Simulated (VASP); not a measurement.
Data:

```yaml
crystal:
  lattice:
    - [4.18335, 0.00000, 0.00000]
    - [-2.09167, 3.62288, 0.00000]
    - [0.00000, 0.00000, 6.89799]
  atoms:
    - { symbol: Cu, position: [0.66667, 0.33333, 0.87322] }
    - { symbol: Cu, position: [0.33333, 0.66667, 0.37322] }
    - { symbol: I, position: [0.66667, 0.33333, 0.50178] }
    - { symbol: I, position: [0.33333, 0.66667, 0.00178] }
```

Calculation: PBEsol GGA, VASP's PBE PAW potentials (set 64) (plane waves; VASP). Run with 400 eV cut-off, 11×11×6 Γ-centred mesh, Gaussian smearing of 0.010 eV, potentials Cu I.

**Question.** What does the run give for the energy per atom (σ→0)?

**Answer.** 
The energy per atom (σ→0) is -3.158 eV/atom.

The structure comes from a computed database's CuI entry (P6_3mc); how it stands against other phases isn't given here. It was relaxed first.
